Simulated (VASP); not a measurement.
```yaml
crystal:
  lattice:
    - [2.70113, 0.00000, 0.00000]
    - [0.00000, 2.70113, 0.00000]
    - [0.00000, 0.00000, 3.88383]
  atoms:
    - { symbol: Ti, position: [0.00000, 0.00000, 0.00000] }
    - { symbol: Al, position: [0.50000, 0.50000, 0.50000] }
```

Calculation: PBE GGA, VASP's PBE PAW potentials (set 64) (plane waves; VASP 6.6.1). Numerical set-up: 500 eV cut-off, 13×13×9 Γ-centred mesh, first-order Methfessel-Paxton smearing of 0.10 eV, potentials Ti_sv Al.

Problem. Predict the energy per atom (σ→0), pressure, band gap (on the k-mesh) with the smallest direct gap where there is one.

Solution. 
```
Quantity                                                    Result
------------------------  ----------------------------------------
band gap (on the k-mesh)  none (metal, semimetal or under 0.01 eV)
energy per atom (σ→0)                               -6.079 eV/atom
pressure                                                 19.95 GPa
```

The compound is TiAl in the L1_0 structure. It was relaxed first under an external pressure of 20 GPa. The electron count is odd and the run is not spin-polarised, which forces a metal.
